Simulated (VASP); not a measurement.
# A vacancy on the C site in a supercell of ZrC, part 2 of 4

How easily does a vacancy on the C site form in ZrC? The host is relaxed first, then a supercell is run with and without the defect. The start is a cell from a database of measured crystal structures.

VASP 6.6.1, plane waves and PAW; the level of theory is named at each step.

So far. Step 2 (The host at zero pressure): The run ended after 3 ionic steps, 0.055 eV below its first step, once forces and stress met EDIFFG = -0.02. Step 3 (Relax the host again, on a new basis): The start already met the threshold, so nothing moved.

The database entry behind the starting cell differs from later determinations by our own check (an axis about 0.7 % long against later determinations), so it need not match the best structure at ambient conditions.

## Step 4: The perfect supercell

Level of this step: LDA; plane waves and PAW (Zr_sv, C) (VASP).

System of this step: ZrC. It takes space group Fm-3m (No. 225, cubic). The conventional cell has a = 4.646 Å, b = 4.646 Å, c = 4.646 Å, α = 90.00°, β = 90.00°, γ = 90.00°. Nearest to Zr lie 6 C at 2.32 Å. C has 6 Zr at 2.32 Å nearest. Farther neighbours are not listed.

The same cell, mesh and cutoff without the defect give the energy to subtract and, in a gapped host, the band edges to count from, so that most errors cancel.

Input file INCAR:

```
SYSTEM = ZrC
PREC = Normal
ENCUT = 400
EDIFF = 1E-05
NELM = 120
ISMEAR = 1
SIGMA = 0.2
LREAL = Auto
ALGO = Fast
GGA = CA
NBANDS = 120
LASPH = .TRUE.
LORBIT = 11
LWAVE = .FALSE.
LCHARG = .FALSE.
KPAR = 4
```

Input file POSCAR:

```
ZrC
1.0
    0.0000000000      4.6463737464      4.6463737464
    4.6463737464      0.0000000000      4.6463737464
    6.9695606196      6.9695606196      0.0000000000
Zr C
12 12
Direct
    0.2500000000      0.2500000000      0.1666666667
    0.2500000000      0.2500000000      0.5000000000
    0.2500000000      0.2500000000      0.8333333333
    0.2500000000      0.7500000000      0.1666666667
    0.2500000000      0.7500000000      0.5000000000
    0.2500000000      0.7500000000      0.8333333333
    0.7500000000      0.2500000000      0.1666666667
    0.7500000000      0.2500000000      0.5000000000
    0.7500000000      0.2500000000      0.8333333333
    0.7500000000      0.7500000000      0.1666666667
    0.7500000000      0.7500000000      0.5000000000
    0.7500000000      0.7500000000      0.8333333333
    0.0000000000      0.0000000000      0.0000000000
    0.0000000000      0.0000000000      0.3333333333
    0.0000000000      0.0000000000      0.6666666667
    0.0000000000      0.5000000000      0.0000000000
    0.0000000000      0.5000000000      0.3333333333
    0.0000000000      0.5000000000      0.6666666667
    0.5000000000      0.0000000000      0.0000000000
    0.5000000000      0.0000000000      0.3333333333
    0.5000000000      0.0000000000      0.6666666667
    0.5000000000      0.5000000000      0.0000000000
    0.5000000000      0.5000000000      0.3333333333
    0.5000000000      0.5000000000      0.6666666667
```

Input file KPOINTS:

```
Automatic mesh
0
Gamma
4 4 3
0 0 0
```

The projector-augmented-wave data sets are Zr_sv and C (LDA family, release 64).

On the command line:

```bash
$ mpirun -np 4 vasp_std
```

Log:

```text
[banner, memory and clock lines left out]
running    4 mpi-ranks, on    1 nodes
 distrk:  each k-point on    1 cores,    4 groups
 distr:  one band on    1 cores,    1 groups

 POSCAR found type information on POSCAR ZrC
 POSCAR found :  2 types and      24 ions
 LDA part: xc-table for (Slater(with rela. corr.)+CA(PZ))
 , standard interpolation
|                                                                             |
|           W    W    AA    RRRRR   N    N  II  N    N   GGGG   !!!           |
|           W    W   A  A   R    R  NN   N  II  NN   N  G    G  !!!           |
|           W    W  A    A  R    R  N N  N  II  N N  N  G       !!!           |
|           W WW W  AAAAAA  RRRRR   N  N N  II  N  N N  G  GGG   !            |
|           WW  WW  A    A  R   R   N   NN  II  N   NN  G    G                |
|           W    W  A    A  R    R  N    N  II  N    N   GGGG   !!!           |
|                                                                             |
|     Your reciprocal lattice and k-lattice belong to different lattice       |
|     classes:                                                                |
|                                                                             |
|        The reciprocal lattice is body-centered orthorhombic,                |
|        whereas your k-lattice is base-centered monoclinic.                  |
|                                                                             |
|     Results are often still useful ...                                      |
|                                                                             |

 POSCAR, INCAR and KPOINTS ok, starting setup
 FFT: planning ... GRIDC
 FFT: planning ... GRID_SOFT
 FFT: planning ... GRID
 WAVECAR not read
 entering main loop
       N       E                     dE             d eps       ncg     rms          rms(c)
DAV:   1     0.160513886312E+04    0.16051E+04   -0.87079E+04  4080   0.134E+03
DAV:   2    -0.115514888691E+03   -0.17207E+04   -0.16490E+04  4624   0.430E+02
DAV:   3    -0.283947386048E+03   -0.16843E+03   -0.16495E+03  6240   0.107E+02
DAV:   4    -0.295667841466E+03   -0.11720E+02   -0.11702E+02  5872   0.249E+01
DAV:   5    -0.296376694889E+03   -0.70885E+00   -0.70877E+00  5752   0.541E+00    0.761E+01
RMM:   6    -0.254199554324E+03    0.42177E+02   -0.20412E+02  4821   0.263E+01    0.351E+01
RMM:   7    -0.255103556593E+03   -0.90400E+00   -0.23473E+01  5680   0.106E+01    0.160E+01
RMM:   8    -0.255212664630E+03   -0.10911E+00   -0.44272E+00  6178   0.413E+00    0.168E+00
RMM:   9    -0.255375173982E+03   -0.16251E+00   -0.21714E+00  6789   0.219E+00    0.157E+00
RMM:  10    -0.255378429243E+03   -0.32553E-02   -0.58284E-01  5655   0.170E+00    0.615E-01
RMM:  11    -0.255393637735E+03   -0.15208E-01   -0.23832E-01  6304   0.899E-01    0.598E-01
RMM:  12    -0.255400386634E+03   -0.67489E-02   -0.70437E-02  7230   0.461E-01    0.582E-01
RMM:  13    -0.255403203492E+03   -0.28169E-02   -0.26561E-02  7475   0.263E-01    0.883E-01
RMM:  14    -0.255401531206E+03    0.16723E-02   -0.89012E-03  6819   0.296E-01    0.384E-01
WARNING in EDDRMM: call to ZHEGV failed, returncode =   6  3     67
RMM:  15    -0.255401349814E+03    0.18139E-03   -0.50531E-03  7013   0.198E-01    0.111E-01
WARNING in EDDRMM: call to ZHEGV failed, returncode =   6  3     68
RMM:  16    -0.255401415966E+03   -0.66152E-04   -0.15267E-03  7167   0.869E-02    0.662E-02
WARNING in EDDRMM: call to ZHEGV failed, returncode =   6  3     50
RMM:  17    -0.255401464017E+03   -0.48051E-04   -0.59285E-04  6694   0.452E-02    0.750E-02
RMM:  18    -0.255401499647E+03   -0.35630E-04   -0.35772E-04  6465   0.344E-02    0.810E-02
WARNING in EDDRMM: call to ZHEGV failed, returncode =   6  3     70
RMM:  19    -0.255401510711E+03   -0.11064E-04   -0.23336E-04  5653   0.358E-02    0.194E-02
WARNING in EDDRMM: call to ZHEGV failed, returncode =   6  3     63
WARNING in EDDRMM: call to ZHEGV failed, returncode =   6  3     27
WARNING in EDDRMM: call to ZHEGV failed, returncode =   6  3     61
RMM:  20    -0.255401522394E+03   -0.11683E-04   -0.13477E-04  4313   0.199E-02    0.636E-03
RMM:  21    -0.255401532176E+03   -0.97824E-05   -0.11327E-04  4120   0.156E-02    0.419E-03
RMM:  22    -0.255401537671E+03   -0.54943E-05   -0.70545E-05  3481   0.116E-02
   1 F= -.25540154E+03 E0= -.25539928E+03  d E =-.677131E-02
```

Elapsed: 2 min, on 4 MPI ranks of AMD EPYC 7R43, shared host; peak memory 1.3 GiB.

From OUTCAR (step 4):

```text
  LATTYP: Found a face centered orthorhombic cell.
 ALAT       =     6.5709647680
 B/A-ratio  =     1.7320508076
 C/A-ratio  =     2.4494897428

 Subroutine GETGRP returns: Found  4 space group operations
 (whereof  4 operations were pure point group operations)

The static configuration has the point symmetry C_2h.

 Found     17 irreducible k-points:

   k-points           NKPTS =     17   k-points in BZ     NKDIM =     17   number of bands    NBANDS=    120

   dimension x,y,z NGX =    32 NGY =   32 NGZ =   48
   dimension x,y,z NGXF=    64 NGYF=   64 NGZF=   96

   ENCUT  =  400.0 eV  29.40 Ry    5.42 a.u.  10.72 10.72 16.07*2*pi/ulx,y,z

   NELECT =     192.0000    total number of electrons

 E-fermi :   9.8084

 k-point     1 :       0.0000    0.0000    0.0000
  band No.  band energies     occupation
    ...
     88       7.9332      2.00000
     89       8.8510      2.00000
     90       8.8510      2.00000
     91       8.8510      2.00000
     92       8.8510      2.00000
     93       9.9697      0.01669
     94       9.9710      0.01339
     95      10.5460     -0.00000
     96      10.5460     -0.00000
     97      10.5460     -0.00000
    ...

 k-point     2 :       0.2500    0.0000    0.0000
  band No.  band energies     occupation
    ...
     93       9.2549      2.00065
     94       9.4289      2.02197
     95       9.4326      2.02317
     96       9.5912      2.06378
     97       9.7470      1.49377
     98      10.2515     -0.00750
     99      11.3431     -0.00000
    100      11.3673     -0.00000
    101      11.4216     -0.00000
    102      11.4329     -0.00000
    ...

  Total       -2.0617373     -2.0617373     -2.1776064      0.0149478      0.4388223      0.4388223
  in kB      -10.9769132    -10.9769132    -11.5938130      0.0795838      2.3363375      2.3363377
  external PRESSURE =     -11.1825464 kB  Pullay stress =       0.0000000 kB

  energy-cutoff  :      400.00
  volume of cell :      300.93
      direct lattice vectors                 reciprocal lattice vectors
     0.000000000  4.646373746  4.646373746    -0.107610801  0.107610801  0.107610801
     4.646373746  0.000000000  4.646373746     0.107610801 -0.107610801  0.107610801
     6.969560620  6.969560620  0.000000000     0.071740534  0.071740534 -0.071740534

 POSITION                                       TOTAL-FORCE (eV/Angst)
 -----------------------------------------------------------------------------------
      2.32319      2.32319      2.32319         0.000000     -0.000000     -0.000000
      4.64637      4.64637      2.32319         0.000000      0.000000     -0.000000
      6.96956      6.96956      2.32319         0.000000     -0.000000      0.000000
      4.64637      2.32319      4.64637         0.000000     -0.000000     -0.000000
      6.96956      4.64637      4.64637         0.000000      0.000000     -0.000000
      9.29275      6.96956      4.64637        -0.000000     -0.000000      0.000000
      2.32319      4.64637      4.64637         0.000000      0.000000     -0.000000
      4.64637      6.96956      4.64637         0.000000     -0.000000     -0.000000
      6.96956      9.29275      4.64637        -0.000000     -0.000000     -0.000000
      4.64637      4.64637      6.96956        -0.000000      0.000000     -0.000000
      6.96956      6.96956      6.96956         0.000000      0.000000     -0.000000
      9.29275      9.29275      6.96956        -0.000000      0.000000      0.000000
      0.00000      0.00000      0.00000        -0.000000      0.000000      0.000000
      2.32319      2.32319      0.00000        -0.000000     -0.000000      0.000000
      4.64637      4.64637      0.00000        -0.000000     -0.000000      0.000000
      2.32319      0.00000      2.32319        -0.000000      0.000000      0.000000
      4.64637      2.32319      2.32319        -0.000000     -0.000000      0.000000
      6.96956      4.64637      2.32319        -0.000000     -0.000000      0.000000
      0.00000      2.32319      2.32319        -0.000000     -0.000000      0.000000
      2.32319      4.64637      2.32319        -0.000000     -0.000000      0.000000
      4.64637      6.96956      2.32319        -0.000000      0.000000      0.000000
      2.32319      2.32319      4.64637        -0.000000     -0.000000      0.000000
      4.64637      4.64637      4.64637        -0.000000      0.000000      0.000000
      6.96956      6.96956      4.64637        -0.000000     -0.000000      0.000000
 -----------------------------------------------------------------------------------
    total drift:                               -0.000000      0.000000     -0.000000

  FREE ENERGIE OF THE ION-ELECTRON SYSTEM (eV)
  ---------------------------------------------------
  free  energy   TOTEN  =      -255.4015376706 eV

  energy  without entropy=     -255.3947663602  energy(sigma->0) =     -255.39928057

 total charge
# of ion       s       p       d       tot
------------------------------------------
    1        2.184   6.053   1.700   9.936
    2        2.184   6.053   1.700   9.936
    3        2.184   6.053   1.700   9.936
    4        2.184   6.053   1.700   9.936
    5        2.184   6.053   1.700   9.936
    6        2.184   6.053   1.700   9.936
    7        2.184   6.053   1.700   9.936
    8        2.184   6.053   1.700   9.936
    9        2.184   6.053   1.700   9.936
   10        2.184   6.053   1.700   9.936
   11        2.184   6.053   1.700   9.936
   12        2.184   6.053   1.700   9.936
   13        0.883   1.496   0.000   2.379
   14        0.883   1.496   0.000   2.379
   15        0.883   1.496   0.000   2.379
   16        0.883   1.496   0.000   2.379
   17        0.883   1.496   0.000   2.379
   18        0.883   1.496   0.000   2.379
   19        0.883   1.496   0.000   2.379
   20        0.883   1.496   0.000   2.379
   21        0.883   1.496   0.000   2.379
   22        0.883   1.496   0.000   2.379
   23        0.883   1.496   0.000   2.379
   24        0.883   1.496   0.000   2.379
--------------------------------------------------
tot         36.810  90.585  20.396 147.792

[... 7 further parts left out ...]
```

This step gave:

| Property | Result |
| --- | --- |
| electronic cycles | 22 |
| electrons | 192 |
| free energy (TOTEN) | -255.4015 eV |
| energy at zero smearing | -255.3993 eV |
| Fermi energy | 9.808 eV |

At this cutoff and mesh the cell shows a pressure of -1.1 GPa, where the relaxation had removed it. It comes from the smaller basis, the coarser mesh or a moment that this cell holds.

The host is treated as a metal, as its relaxation found a gap under 0.3 eV or none, and only the neutral defect is run.

## Step 5: Reference C

This step: LDA; plane waves and PAW (C) (VASP 6.6.1).

System of this step: C. Symmetry: Fd-3m, No. 227, cubic system. The conventional cell has a = 3.570 Å, b = 3.570 Å, c = 3.570 Å, α = 90.00°, β = 90.00°, γ = 90.00°. C has 4 C at 1.55 Å nearest.

The reference for C is its crystal, relaxed at the cutoff of the large cell.

Input file INCAR:

```
SYSTEM = C
PREC = Normal
ENCUT = 400
EDIFF = 1E-05
NELM = 120
ISMEAR = 0
SIGMA = 0.1
LREAL = Auto
ALGO = Fast
GGA = CA
NBANDS = 10
LORBIT = 11
LWAVE = .FALSE.
LCHARG = .FALSE.
KPAR = 4
IBRION = 2
NSW = 25
ISIF = 3
EDIFFG = -0.02
POTIM = 0.4
```

Input file POSCAR:

```
C
1.0
    0.0000000000      1.7850000000      1.7850000000
    1.7850000000      0.0000000000      1.7850000000
    1.7850000000      1.7850000000      0.0000000000
C
2
Direct
    0.0000000000      0.0000000000      0.0000000000
    0.2500000000      0.2500000000      0.2500000000
```

Input file KPOINTS:

```
Automatic mesh
0
Gamma
13 13 13
0 0 0
```

The projector-augmented-wave data sets are C (LDA family, release 64).

On the command line:

```bash
$ mpirun -np 4 vasp_std
```

Log:

```text
[banner, memory and clock lines left out]
running    4 mpi-ranks, on    1 nodes
 distrk:  each k-point on    1 cores,    4 groups
 distr:  one band on    1 cores,    1 groups

 POSCAR found type information on POSCAR C
 POSCAR found :  1 types and       2 ions
|                                                                             |
|               ----> ADVICE to this user running VASP <----                  |
|                                                                             |
|     You have a (more or less) 'small supercell' and for smaller cells       |
|     it is recommended to use the reciprocal-space projection scheme!        |
|     The real-space optimization is not efficient for small cells and it     |
|     is also less accurate ...                                               |
|     Therefore, set LREAL=.FALSE. in the INCAR file.                         |
|                                                                             |

 LDA part: xc-table for (Slater(with rela. corr.)+CA(PZ))
 , standard interpolation
 POSCAR, INCAR and KPOINTS ok, starting setup
 FFT: planning ... GRIDC
 FFT: planning ... GRID_SOFT
 FFT: planning ... GRID
 WAVECAR not read
 entering main loop
       N       E                     dE             d eps       ncg     rms          rms(c)
DAV:   1    -0.565815332068E+01   -0.56582E+01   -0.41785E+03  1754   0.634E+02
DAV:   2    -0.207598899604E+02   -0.15102E+02   -0.14408E+02  2300   0.107E+02
DAV:   3    -0.210342991256E+02   -0.27441E+00   -0.27397E+00  1968   0.114E+01
DAV:   4    -0.210348117743E+02   -0.51265E-03   -0.51263E-03  1812   0.586E-01
DAV:   5    -0.210348123305E+02   -0.55621E-06   -0.55667E-06  1912   0.187E-02    0.572E+00
RMM:   6    -0.204525944329E+02    0.58222E+00   -0.22838E-01  1680   0.346E+00    0.333E+00
RMM:   7    -0.202478716814E+02    0.20472E+00   -0.31897E-01  1680   0.425E+00    0.720E-01
RMM:   8    -0.202480277668E+02   -0.15609E-03   -0.98159E-03  1680   0.998E-01    0.953E-02
RMM:   9    -0.202480124088E+02    0.15358E-04   -0.11953E-03  1680   0.314E-01    0.291E-02
RMM:  10    -0.202480275676E+02   -0.15159E-04   -0.11202E-04  1670   0.895E-02    0.302E-02
RMM:  11    -0.202480106022E+02    0.16965E-04   -0.26232E-05  1558   0.416E-02    0.883E-04
RMM:  12    -0.202480107836E+02   -0.18140E-06   -0.19366E-06  1215   0.141E-02
   1 F= -.20248011E+02 E0= -.20248011E+02  d E =-.202480E+02
 curvature:   0.00 expect dE= 0.000E+00 dE for cont linesearch  0.000E+00
 trial: gam= 0.00000 g(F)=  0.199E-43 g(S)=  0.830E-01 ort = 0.000E+00 (trialstep = 0.100E+01)
 search vector abs. value=  0.830E-01
 bond charge predicted
       N       E                     dE             d eps       ncg     rms          rms(c)
DAV:   1    -0.202715200741E+02   -0.23509E-01   -0.13139E+00  1848   0.998E+00    0.105E+00
RMM:   2    -0.202546274739E+02    0.16893E-01   -0.14274E-02  1680   0.106E+00    0.580E-01
RMM:   3    -0.202479663439E+02    0.66611E-02   -0.80415E-03  1680   0.702E-01    0.527E-02
RMM:   4    -0.202479618042E+02    0.45397E-05   -0.33997E-04  1679   0.198E-01    0.533E-02
RMM:   5    -0.202479416612E+02    0.20143E-04   -0.84947E-06  1280   0.329E-02    0.106E-02
RMM:   6    -0.202479395999E+02    0.20613E-05   -0.80177E-07  1196   0.865E-03
   2 F= -.20247940E+02 E0= -.20247940E+02  d E =0.711837E-04
 trial-energy change:    0.000071  1 .order    0.000936   -0.082979    0.084851
 step:   0.5022(harm=  0.4944)  dis= 0.00000  next Energy=   -20.268954 (dE=-0.209E-01)
 bond charge predicted
       N       E                     dE             d eps       ncg     rms          rms(c)
DAV:   1    -0.202750982381E+02   -0.27157E-01   -0.32052E-01  1780   0.483E+00    0.518E-01
RMM:   2    -0.202709354605E+02    0.41628E-02   -0.33707E-03  1680   0.510E-01    0.285E-01
RMM:   3    -0.202692942788E+02    0.16412E-02   -0.19874E-03  1680   0.345E-01    0.230E-02
RMM:   4    -0.202692929464E+02    0.13324E-05   -0.84489E-05  1664   0.978E-02
   3 F= -.20269293E+02 E0= -.20269293E+02  d E =-.212822E-01
 curvature:  -0.25 expect dE=-0.127E-05 dE for cont linesearch -0.127E-05
 trial: gam=-0.00781 g(F)=  0.562E-44 g(S)=  0.514E-05 ort = 0.653E-03 (trialstep = 0.900E+00)
 search vector abs. value=  0.419E-09
 reached required accuracy - stopping structural energy minimisation
```

The job ended after 2.4 s (4 MPI ranks; peak memory 0.26 GiB).

From OUTCAR (step 5):

```text
   k-points           NKPTS =     84   k-points in BZ     NKDIM =     84   number of bands    NBANDS=     10

   ENCUT  =  400.0 eV  29.40 Ry    5.42 a.u.   4.12  4.12  4.12*2*pi/ulx,y,z

   NELECT =       8.0000    total number of electrons

 E-fermi :  10.6858

 k-point     1 :       0.0000    0.0000    0.0000
  band No.  band energies     occupation
      1     -11.5533      2.00000
      2      10.2183      2.00000
      3      10.2194      2.00000
      4      10.2194      2.00000
      5      15.8510      0.00000
      6      15.8527      0.00000
      7      15.8527      0.00000
      8      24.4994      0.00000
      9      29.6362      0.00000
    ...

  Total       -0.0094240     -0.0094240     -0.0094240      0.0000000      0.0000000      0.0000000
  in kB       -1.3746900     -1.3746900     -1.3746900      0.0000000      0.0000000      0.0000000
  external PRESSURE =      -1.3746900 kB  Pullay stress =       0.0000000 kB

 POSITION                                       TOTAL-FORCE (eV/Angst)
 -----------------------------------------------------------------------------------
      0.00000      0.00000      0.00000        -0.000000     -0.000000     -0.000000
      0.88215      0.88215      0.88215         0.000000      0.000000      0.000000
 -----------------------------------------------------------------------------------
    total drift:                                0.000000      0.000000      0.000000

  FREE ENERGIE OF THE ION-ELECTRON SYSTEM (eV)
  ---------------------------------------------------
  free  energy   TOTEN  =       -20.2692929464 eV

  energy  without entropy=      -20.2692929464  energy(sigma->0) =      -20.26929295

[... 1 part as in an earlier step ...]

[... 15 further parts left out ...]
```

The gap is read on the k-mesh alone, so it is an upper bound where the band edges lie off the mesh.

Step by step:

```csv
step,energy less that of the first step (eV),largest force (eV/Å),pressure (GPa),volume (Å³)
1,0.0000,0.0000,-16.86,11.37
2,0.0001,0.0000,18.50,10.60
3,-0.0213,0.0000,-0.14,10.98
```

```csv
"conventional cell, symmetrised",before,after,change
a (Å),3.570,3.529,-1.2 %
b (Å),3.570,3.529,-1.2 %
c (Å),3.570,3.529,-1.2 %
volume (Å³/atom),5.69,5.49,-3.4 %
```

Final coordinates:

```xyz
2
Lattice="0.0000 1.7643 1.7643 1.7643 0.0000 1.7643 1.7643 1.7643 0.0000" Properties=species:S:1:pos:R:3 pbc="T T T"
C     0.0000    0.0000    0.0000
C     0.8821    0.8821    0.8821
```

This step gave:

```
electrons                                       : 8
free energy (TOTEN)                             : -20.27 eV
Fermi energy                                    : 10.69 eV
labelled metallic, from the levels on this mesh : no
gap on the k-mesh                               : 4.168 eV
least direct gap on the k-mesh                  : 5.632 eV
```

The run ended after 3 ionic steps, 0.021 eV below its first step, once forces and stress met EDIFFG = -0.02.

Energy at zero smearing: -20.26929 eV.

(Part 2 of 4 ends here.)

[Lines on the potential files, build, host, timing and source positions are cut from VASP's logs without a mark.]

[Logs are printed without paths, hosts, clocks, repeated set-up lines and the standing remarks that a program may print on its own settings, such as how far it seeks lower states.]

[Hosts, paths, dates, database ids (printed as entryN), source tags and the programs' standing remarks are cut or masked in the printed files.]

[In band tables of VASP the shares of atoms and orbitals are scaled to a sum of 1 inside the atoms' spheres.]

[Runs that stopped without an error message from VASP are left out.]
